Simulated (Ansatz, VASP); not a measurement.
# W2N: VASP beside Ansatz

Aim: how closely do two programs agree when they are given the same cell, functional and k mesh? The cell is taken from a series of runs on this material, whose earlier steps may have relaxed, scaled, displaced or heated it; both programs get it as it stands.

Calculated with Ansatz 0.2.0; plane waves, with VASP 6.6.1 beside it; PBE.

**1. The structure**

The cell holds 3 atoms: 1 N and 2 W. Its edges and angles: a = 2.780 Å, b = 2.759 Å, c = 29.624 Å, α = 90.0°, β = 90.0°, γ = 120.2°. Vacuum lies along c.

Coordinates:

```cif
data_structure
_symmetry_space_group_name_H-M 'P 1'
_symmetry_Int_Tables_number 1
_cell_length_a 2.7797
_cell_length_b 2.7589
_cell_length_c 29.6237
_cell_angle_alpha 90.000
_cell_angle_beta 90.000
_cell_angle_gamma 120.250
_cell_volume 196.24
loop_
_atom_site_label
_atom_site_type_symbol
_atom_site_fract_x
_atom_site_fract_y
_atom_site_fract_z
_atom_site_occupancy
N1 N 0.00000 0.00000 0.33757 1
W2 W 0.33419 0.66839 0.38703 1
W3 W 0.66581 0.33161 0.28811 1
```

**2. VASP: zone-centre phonons, PBE**

Second derivatives magnify differences that forces hide, and they need a tight electronic threshold.

Lines of VASP's logs that name or quote its potential files are left out, and so is its time.

INCAR

```
SYSTEM = W2N
PREC = Accurate
ENCUT = 600
EDIFF = 1E-08
NELM = 120
ISMEAR = 1
SIGMA = 0.2
LREAL = .FALSE.
ALGO = Normal
GGA = PE
NBANDS = 14
LASPH = .TRUE.
LORBIT = 11
LWAVE = .FALSE.
LCHARG = .FALSE.
ISIF = 2
IBRION = 8
GGA_COMPAT = .FALSE.
NELMDL = -8
KPAR = 2
```

POSCAR

```
W2N
1.0
    2.7796736243      0.0000000000      0.0000000000
   -1.3898368121      2.3831952931      0.0000000000
    0.0000000000      0.0000000000     29.6237063742
N W
1 2
Direct
    0.0000000000      0.0000000000      0.3375674831
    0.3341935724      0.6683871449      0.3870262911
    0.6658064276      0.3316128551      0.2881086751
```

KPOINTS

```
Automatic mesh
0
Gamma
18 18 1
0 0 0
```

The projector-augmented-wave data sets are N and W (PBE family, release 64).

Launch:

```bash
$ mpirun -np 2 vasp_std
```

Numbers of over 12 decimals in the logs are rounded to 6 here.

Log:

```text
[banner, memory and clock lines left out]
running    2 mpi-ranks, on    1 nodes
 distrk:  each k-point on    1 cores,    2 groups
 distr:  one band on    1 cores,    1 groups

 POSCAR found type information on POSCAR N W
 POSCAR found :  2 types and       3 ions
 LDA part: xc-table for (Slater+PW92), standard interpolation
 POSCAR, INCAR and KPOINTS ok, starting setup
 FFT: planning ... GRIDC
 FFT: planning ... GRID_SOFT
 FFT: planning ... GRID
 WAVECAR not read
 entering main loop
       N       E                     dE             d eps       ncg     rms          rms(c)
DAV:   1     0.126260399715E+03    0.12626E+03   -0.59248E+03  2548   0.956E+02
DAV:   2    -0.182905446007E+02   -0.14455E+03   -0.13655E+03  4516   0.199E+02
DAV:   3    -0.345242067287E+02   -0.16234E+02   -0.15840E+02  3594   0.811E+01
DAV:   4    -0.350633602477E+02   -0.53915E+00   -0.52771E+00  3506   0.169E+01
DAV:   5    -0.350810010176E+02   -0.17641E-01   -0.17622E-01  3708   0.251E+00
DAV:   6    -0.350816878500E+02   -0.68683E-03   -0.68669E-03  3806   0.408E-01
DAV:   7    -0.350816954594E+02   -0.76094E-05   -0.76092E-05  3694   0.410E-02
DAV:   8    -0.350816956584E+02   -0.19902E-06   -0.19881E-06  3730   0.520E-03    0.329E+01
DAV:   9    -0.319900919429E+02    0.30916E+01   -0.14436E+01  3828   0.275E+01    0.130E+01
DAV:  10    -0.316227950806E+02    0.36730E+00   -0.24836E+00  3508   0.130E+01    0.761E+00
DAV:  11    -0.315105304631E+02    0.11226E+00   -0.53907E-01  3616   0.609E+00    0.108E+00
DAV:  12    -0.315016123658E+02    0.89181E-02   -0.43599E-02  3240   0.167E+00    0.642E-01
DAV:  13    -0.315009326664E+02    0.67970E-03   -0.37584E-03  3518   0.448E-01    0.813E-02
DAV:  14    -0.315007865323E+02    0.14613E-03   -0.30253E-04  3396   0.144E-01    0.469E-02
[...]
DAV:  22    -0.315008797313E+02   -0.50825E-05   -0.20793E-07  2938   0.132E-03    0.194E-04
DAV:  23    -0.315008831115E+02   -0.33802E-05   -0.90364E-08  2574   0.637E-04    0.138E-04
DAV:  24    -0.315008846075E+02   -0.14960E-05   -0.46050E-08  2604   0.460E-04    0.145E-04
DAV:  25    -0.315008850637E+02   -0.45619E-06   -0.70490E-09  2228   0.241E-04    0.606E-05
DAV:  26    -0.315008852011E+02   -0.13747E-06   -0.21158E-09  1954   0.138E-04    0.868E-05
DAV:  27    -0.315008852215E+02   -0.20354E-07   -0.22559E-10  1568   0.600E-05    0.103E-05
DAV:  28    -0.315008852409E+02   -0.19429E-07   -0.21279E-10  1688   0.545E-05    0.132E-05
DAV:  29    -0.315008852453E+02   -0.44211E-08   -0.28369E-11  1436   0.287E-05
   1 F= -.31500885E+02 E0= -.31501230E+02  d E =0.103527E-02
 Linear response reoptimize wavefunctions to high precision
DAV:   1    -0.315008852469E+02   -0.15539E-08    0.10467E-11  1862   0.151E-05
DAV:   2    -0.315008852468E+02    0.42746E-10    0.25864E-11  1400   0.559E-06
 Linear response DOF=           6
 Linear response progress:
  Degree of freedom:   1/  6
       N       E                     dE             d eps       ncg     rms          rms(c)
RMM:   1    -0.224520935967E+00   -0.22452E+00    0.18890E-01  5707   0.316E+00
RMM:   2    -0.224663429613E+00   -0.14249E-03   -0.96958E-03  4112   0.682E-01    0.244E-01
RMM:   3    -0.225816737692E+00   -0.11533E-02   -0.12508E-03  4238   0.202E-01    0.133E-01
RMM:   4    -0.227455220377E+00   -0.16385E-02   -0.53916E-04  3897   0.151E-01    0.264E-02
RMM:   5    -0.227411811179E+00    0.43409E-04   -0.37895E-05  4602   0.405E-02    0.422E-03
RMM:   6    -0.227357062192E+00    0.54749E-04   -0.23884E-06  4507   0.859E-03    0.943E-04
RMM:   7    -0.227346852557E+00    0.10210E-04   -0.13838E-07  4669   0.182E-03    0.369E-04
RMM:   8    -0.227346537306E+00    0.31525E-06   -0.32621E-08  4777   0.488E-04    0.991E-05
RMM:   9    -0.227346882264E+00   -0.34496E-06   -0.89633E-08  4811   0.149E-04    0.270E-05
RMM:  10    -0.227346726952E+00    0.15531E-06   -0.48227E-08  4902   0.540E-05    0.993E-06
RMM:  11    -0.227346696453E+00    0.30499E-07   -0.66071E-08  4738   0.270E-05    0.402E-06
RMM:  12    -0.227346756670E+00   -0.60217E-07   -0.30291E-08  4724   0.167E-05    0.762E-07
RMM:  13    -0.227346759056E+00   -0.23859E-08   -0.28158E-09  4610   0.109E-05    0.413E-07
 first order change of Fermi-energy   0.20038E-02
 force on displaced ion       1 direction 1 :  -5.247   0.000   0.000
 Linear response progress:
  Degree of freedom:   2/  6
       N       E                     dE             d eps       ncg     rms          rms(c)
RMM:   1    -0.224923197774E+00   -0.22492E+00    0.18172E-01  5721   0.315E+00
RMM:   2    -0.224590036380E+00    0.33316E-03   -0.97581E-03  4098   0.674E-01    0.243E-01
RMM:   3    -0.225758226398E+00   -0.11682E-02   -0.12602E-03  4206   0.200E-01    0.133E-01
RMM:   4    -0.227413301491E+00   -0.16551E-02   -0.53003E-04  3898   0.150E-01    0.310E-02
RMM:   5    -0.227464832628E+00   -0.51531E-04   -0.79749E-05  4407   0.511E-02    0.391E-02
RMM:   6    -0.227359670134E+00    0.10516E-03   -0.26037E-05  4224   0.281E-02    0.311E-03
RMM:   7    -0.227308603897E+00    0.51066E-04   -0.24054E-06  4420   0.743E-03    0.788E-04
RMM:   8    -0.227307500856E+00    0.11030E-05   -0.11864E-07  4732   0.175E-03    0.363E-04
RMM:   9    -0.227304837792E+00    0.26631E-05   -0.20364E-07  4643   0.552E-04    0.102E-04
RMM:  10    -0.227305253696E+00   -0.41590E-06    0.33815E-08  4958   0.165E-04    0.381E-05
[...]
RMM:  13    -0.227305144317E+00   -0.14584E-07    0.16791E-08  4710   0.129E-05    0.107E-06
RMM:  14    -0.227305142616E+00    0.17011E-08   -0.59708E-09  4382   0.845E-06    0.563E-07
 first order change of Fermi-energy  -0.17917E-02
 force on displaced ion       1 direction 2 :  -0.000  -5.379  -0.077
 Linear response progress:
  Degree of freedom:   3/  6
       N       E                     dE             d eps       ncg     rms          rms(c)
RMM:   1    -0.273577860030E+00   -0.27358E+00    0.29863E-01  5533   0.337E+00
RMM:   2    -0.274870500046E+00   -0.12926E-02   -0.91367E-03  4203   0.732E-01    0.650E-01
RMM:   3    -0.275572159666E+00   -0.70166E-03   -0.19593E-03  4235   0.261E-01    0.403E-01
RMM:   4    -0.281953094379E+00   -0.63809E-02   -0.31857E-03  4742   0.260E-01    0.297E-01
RMM:   5    -0.277338731333E+00    0.46144E-02   -0.20371E-03  4616   0.208E-01    0.346E-02
RMM:   6    -0.277044944644E+00    0.29379E-03   -0.10250E-04  4081   0.599E-02    0.751E-03
RMM:   7    -0.276990053748E+00    0.54891E-04   -0.10759E-05  4696   0.148E-02    0.311E-03
RMM:   8    -0.276974766136E+00    0.15288E-04   -0.22428E-06  4639   0.329E-03    0.966E-04
RMM:   9    -0.276970642836E+00    0.41233E-05    0.15497E-07  4626   0.117E-03    0.284E-04
RMM:  10    -0.276972337195E+00   -0.16944E-05    0.25795E-08  4351   0.707E-04    0.173E-04
RMM:  11    -0.276971754966E+00    0.58223E-06    0.24416E-07  4472   0.617E-04    0.132E-04
RMM:  12    -0.276972025500E+00   -0.27053E-06    0.35922E-09  4673   0.312E-04    0.515E-05
RMM:  13    -0.276971835228E+00    0.19027E-06   -0.21613E-07  4685   0.202E-04    0.247E-05
RMM:  14    -0.276971788478E+00    0.46751E-07    0.85625E-08  4719   0.133E-04    0.189E-05
RMM:  15    -0.276971811366E+00   -0.22888E-07   -0.41257E-08  4714   0.136E-04    0.158E-05
RMM:  16    -0.276971806992E+00    0.43739E-08   -0.61204E-08  4666   0.516E-05    0.543E-06
 first order change of Fermi-energy   0.47897E-03
 force on displaced ion       1 direction 3 :  -0.000  -0.077 -16.895
 Linear response progress:
  Degree of freedom:   4/  6
       N       E                     dE             d eps       ncg     rms          rms(c)
RMM:   1    -0.109607835575E+00   -0.10961E+00   -0.97504E-02  7679   0.202E+00
RMM:   2    -0.106921793459E+00    0.26860E-02   -0.39476E-03  7055   0.416E-01    0.195E-01
RMM:   3    -0.105837191512E+00    0.10846E-02   -0.57966E-04  7500   0.132E-01    0.115E-01
RMM:   4    -0.105218326224E+00    0.61887E-03   -0.63103E-04  7403   0.152E-01    0.191E-02
RMM:   5    -0.105230046538E+00   -0.11720E-04   -0.31113E-05  8376   0.208E-02    0.320E-03
RMM:   6    -0.105231171214E+00   -0.11247E-05   -0.24028E-06  8339   0.616E-03    0.421E-03
RMM:   7    -0.105230302043E+00    0.86917E-06   -0.29273E-07  8023   0.319E-03    0.851E-04
RMM:   8    -0.105229193324E+00    0.11087E-05   -0.84940E-08  8571   0.115E-03    0.202E-04
RMM:   9    -0.105228805740E+00    0.38758E-06   -0.72587E-08  8855   0.308E-04    0.753E-05
RMM:  10    -0.105228670186E+00    0.13555E-06   -0.10554E-07  8613   0.120E-04    0.202E-05
RMM:  11    -0.105228665524E+00    0.46618E-08   -0.58642E-08  9171   0.413E-05    0.631E-06
 first order change of Fermi-energy  -0.16645E-02
 force on displaced ion       2 direction 1 :  -3.983   0.011   0.000
 Linear response progress:
  Degree of freedom:   5/  6
       N       E                     dE             d eps       ncg     rms          rms(c)
RMM:   1    -0.109809555355E+00   -0.10981E+00   -0.98428E-02  4269   0.203E+00
RMM:   2    -0.107045869082E+00    0.27637E-02   -0.39757E-03  3904   0.417E-01    0.196E-01
RMM:   3    -0.105932946168E+00    0.11129E-02   -0.58253E-04  4131   0.133E-01    0.116E-01
RMM:   4    -0.105306890604E+00    0.62606E-03   -0.64938E-04  4104   0.154E-01    0.201E-02
RMM:   5    -0.105347213317E+00   -0.40323E-04   -0.48873E-05  4600   0.293E-02    0.273E-02
RMM:   6    -0.105315494126E+00    0.31719E-04   -0.16081E-05  4338   0.188E-02    0.196E-03
RMM:   7    -0.105315563509E+00   -0.69383E-07   -0.12198E-06  4666   0.429E-03    0.855E-04
RMM:   8    -0.105314755961E+00    0.80755E-06   -0.78674E-08  4751   0.106E-03    0.454E-04
RMM:   9    -0.105313978821E+00    0.77714E-06    0.18272E-08  4602   0.505E-04    0.956E-05
RMM:  10    -0.105313886088E+00    0.92734E-07    0.16369E-08  4953   0.142E-04    0.460E-05
RMM:  11    -0.105313825895E+00    0.60192E-07   -0.12052E-08  4698   0.711E-05    0.866E-06
RMM:  12    -0.105313835506E+00   -0.96108E-08   -0.33719E-08  5038   0.235E-05    0.379E-06
 first order change of Fermi-energy  -0.77056E-02
 force on displaced ion       2 direction 2 :  -0.000  -4.164  -0.112
 Linear response progress:
  Degree of freedom:   6/  6
       N       E                     dE             d eps       ncg     rms          rms(c)
RMM:   1    -0.162679213070E+00   -0.16268E+00   -0.91101E-02  4486   0.198E+00
RMM:   2    -0.159426198384E+00    0.32530E-02   -0.49259E-03  3939   0.482E-01    0.511E-01
RMM:   3    -0.159346491063E+00    0.79707E-04   -0.59346E-04  4436   0.140E-01    0.301E-01
RMM:   4    -0.161828921673E+00   -0.24824E-02   -0.18677E-03  5006   0.205E-01    0.236E-01
RMM:   5    -0.159413905045E+00    0.24150E-02   -0.11274E-03  4830   0.150E-01    0.311E-02
RMM:   6    -0.159401058404E+00    0.12847E-04   -0.35078E-05  4414   0.353E-02    0.907E-03
RMM:   7    -0.159375004198E+00    0.26054E-04   -0.56717E-06  4602   0.141E-02    0.257E-03
RMM:   8    -0.159370693221E+00    0.43110E-05   -0.30108E-07  4624   0.376E-03    0.691E-04
RMM:   9    -0.159369318221E+00    0.13750E-05    0.38352E-07  4703   0.113E-03    0.285E-04
RMM:  10    -0.159367923553E+00    0.13947E-05   -0.83875E-08  4532   0.465E-04    0.813E-05
RMM:  11    -0.159367886854E+00    0.36699E-07   -0.11206E-07  4804   0.179E-04    0.584E-05
RMM:  12    -0.159367975443E+00   -0.88590E-07    0.21977E-08  4457   0.186E-04    0.265E-05
RMM:  13    -0.159368238091E+00   -0.26265E-06    0.77281E-08  4632   0.147E-04    0.163E-05
RMM:  14    -0.159368257085E+00   -0.18994E-07   -0.78682E-08  4708   0.540E-05    0.800E-06
RMM:  15    -0.159368292007E+00   -0.34922E-07   -0.39581E-08  4606   0.532E-05    0.618E-06
RMM:  16    -0.159368321800E+00   -0.29792E-07   -0.21078E-08  4678   0.430E-05    0.333E-06
RMM:  17    -0.159368327618E+00   -0.58181E-08   -0.11805E-09  4593   0.264E-05    0.140E-06
 first order change of Fermi-energy  -0.37195E+00
 force on displaced ion       2 direction 3 :  -0.000  -0.083 -12.203
 Linear response finished
```

Parts of OUTCAR (step 2):

```text
ion  position               nearest neighbor table
   1  0.000  0.000  0.338-   2 2.16   3 2.16   2 2.17   3 2.17   2 2.17   3 2.17
   2  0.334  0.668  0.387-   1 2.16   1 2.17   1 2.17   3 3.33   3 3.34   3 3.34
   3  0.666  0.332  0.288-   1 2.16   1 2.17   1 2.17   2 3.33   2 3.34   2 3.34

  LATTYP: Found a base centered orthorhombic cell.
 ALAT       =     2.7796736243
 B/A-ratio  =     1.7147302995
 C/A-ratio  =    10.6572606637

 Subroutine GETGRP returns: Found  4 space group operations
 (whereof  2 operations were pure point group operations)

The static configuration has the point symmetry C_1h.
 The point group associated with its full space group is C_2h.

 Found     91 irreducible k-points:

   k-points           NKPTS =     91   k-points in BZ     NKDIM =     91   number of bands    NBANDS=     14

   dimension x,y,z NGX =    24 NGY =   24 NGZ =  240
   dimension x,y,z NGXF=    48 NGYF=   48 NGZF=  480

   ENCUT  =  600.0 eV  44.10 Ry    6.64 a.u.   5.55  5.51 59.17*2*pi/ulx,y,z

   NELECT =      17.0000    total number of electrons

 k-points in reciprocal lattice and weights: Automatic mesh
   0.00000000  0.00000000  0.00000000       0.003
   0.05555556 -0.00000000  0.00000000       0.012
   0.11111111 -0.00000000  0.00000000       0.012
   0.16666667 -0.00000000  0.00000000       0.012
   0.22222222 -0.00000000  0.00000000       0.012
   0.27777778 -0.00000000  0.00000000       0.012
   0.33333333 -0.00000000  0.00000000       0.012
   0.38888889 -0.00000000  0.00000000       0.012
   0.44444444 -0.00000000  0.00000000       0.012
[...]
0.11111111  0.44444444  0.00000000       0.006
   0.00000000  0.50000000  0.00000000       0.003

 average (electrostatic) potential at core
       1 -73.2428       2 -48.9192       3 -48.9192

  Total       -0.1360038      0.4601546     -0.0673208      0.0000000      0.0033287      0.0000000
  in kB       -1.1103729      3.7568297     -0.5496261      0.0000000      0.0271767      0.0000000
  external PRESSURE =       0.6989436 kB  Pullay stress =       0.0000000 kB

  energy-cutoff  :      600.00
  volume of cell :      196.24
      direct lattice vectors                 reciprocal lattice vectors
     2.779673624  0.000000000  0.000000000     0.359754466  0.209802361  0.000000000
    -1.389836812  2.383195293  0.000000000     0.000000000  0.419604723  0.000000000
     0.000000000  0.000000000 29.623706374     0.000000000  0.000000000  0.033756748

 POSITION                                       TOTAL-FORCE (eV/Angst)
 -----------------------------------------------------------------------------------
      0.00000      0.00000     10.00000         0.000000      0.000000      0.000000
     -0.00000      1.59290     11.46515         0.000000      0.001155     -0.010899
      1.38984      0.79030      8.53485        -0.000000     -0.001155      0.010899
 -----------------------------------------------------------------------------------
    total drift:                                0.000000      0.000000     -0.000001

 Eigenvectors and eigenvalues of the dynamical matrix
 ----------------------------------------------------

   1 f  =   17.497193 THz   109.938105 2PiTHz  583.643532 cm-1    72.362543 meV
             X         Y         Z           dx          dy          dz
      0.000000  0.000000 10.000000     0.000000    0.006537    0.981476
     -0.000000  1.592897 11.465153    -0.000000   -0.001020   -0.135388
      1.389837  0.790298  8.534847    -0.000000   -0.001020   -0.135388

   2 f  =    9.870522 THz    62.018319 2PiTHz  329.245176 cm-1    40.821181 meV
             X         Y         Z           dx          dy          dz
      0.000000  0.000000 10.000000     0.000000    0.981594   -0.006458
     -0.000000  1.592897 11.465153    -0.000000   -0.134958    0.001308
      1.389837  0.790298  8.534847    -0.000000   -0.134958    0.001308

   3 f  =    9.750674 THz    61.265294 2PiTHz  325.247489 cm-1    40.325531 meV
             X         Y         Z           dx          dy          dz
      0.000000  0.000000 10.000000     0.981546   -0.000000    0.000000
     -0.000000  1.592897 11.465153    -0.135216    0.000000   -0.000000
      1.389837  0.790298  8.534847    -0.135216    0.000000   -0.000000

   4 f  =    4.606875 THz    28.945849 2PiTHz  153.668808 cm-1    19.052495 meV
             X         Y         Z           dx          dy          dz
      0.000000  0.000000 10.000000     0.000000    0.000000    0.000000
     -0.000000  1.592897 11.465153    -0.000000   -0.010792   -0.707024
      1.389837  0.790298  8.534847     0.000000    0.010792    0.707024

   5 f  =    2.741905 THz    17.227898 2PiTHz   91.460113 cm-1    11.339604 meV
             X         Y         Z           dx          dy          dz
      0.000000  0.000000 10.000000     0.000000   -0.000000   -0.000000
     -0.000000  1.592897 11.465153    -0.000000   -0.707024    0.010792
      1.389837  0.790298  8.534847     0.000000    0.707024   -0.010792

   6 f  =    2.666914 THz    16.756716 2PiTHz   88.958679 cm-1    11.029466 meV
             X         Y         Z           dx          dy          dz
      0.000000  0.000000 10.000000     0.000000    0.000000   -0.000000
     -0.000000  1.592897 11.465153    -0.707107    0.000000   -0.000000
      1.389837  0.790298  8.534847     0.707107   -0.000000    0.000000

   7 f/i=    0.002509 THz     0.015766 2PiTHz    0.083701 cm-1     0.010378 meV
             X         Y         Z           dx          dy          dz
      0.000000  0.000000 10.000000     0.000000   -0.116954    0.151565
     -0.000000  1.592897 11.465153     0.000000   -0.423622    0.549744
      1.389837  0.790298  8.534847     0.000000   -0.423622    0.549744

   8 f/i=    0.002960 THz     0.018600 2PiTHz    0.098742 cm-1     0.012242 meV
             X         Y         Z           dx          dy          dz
      0.000000  0.000000 10.000000     0.191224    0.000000   -0.000000
     -0.000000  1.592897 11.465153     0.694058    0.000000   -0.000000
      1.389837  0.790298  8.534847     0.694058    0.000000   -0.000000

   9 f/i=    0.008903 THz     0.055938 2PiTHz    0.296966 cm-1     0.036819 meV
             X         Y         Z           dx          dy          dz
      0.000000  0.000000 10.000000     0.000000    0.150835    0.117008
     -0.000000  1.592897 11.465153     0.000000    0.549845    0.423615
      1.389837  0.790298  8.534847     0.000000    0.549845    0.423615

 ELASTIC MODULI CONTR FROM IONIC RELAXATION (kBar)
 Direction    XX          YY          ZZ          XY          YZ          ZX
 --------------------------------------------------------------------------------
 XX        -248.3678   -223.7400   -364.4770     -0.0000     26.9862      0.0000
 YY        -223.7400   -242.8874   -361.4616     -0.0000    -31.2008     -0.0000
 ZZ        -364.4770   -361.4616   -561.4137     -0.0000     -4.8863     -0.0000
 XY          -0.0000     -0.0000     -0.0000     -0.6768     -0.0000      9.6130
 YZ          26.9862    -31.2008     -4.8863     -0.0000    -77.4846     -0.0000
 ZX           0.0000     -0.0000     -0.0000      9.6130     -0.0000   -136.5478
 --------------------------------------------------------------------------------
```

This run has no spin polarisation, so a moment on W, if there is one, isn't seen. Its electron count is odd, so without a moment it is a metal by construction.

(Continued in part 2 of 2.)

[Lines on the potential files, build, host, timing and source positions are cut from VASP's logs without a mark.]

[Logs are printed without paths, hosts, clocks, repeated set-up lines and the standing remarks that a program may print on its own settings, such as how far it seeks lower states.]

[Hosts, paths, dates, database ids (printed as entryN), source tags and the programs' standing remarks are cut or masked in the printed files.]
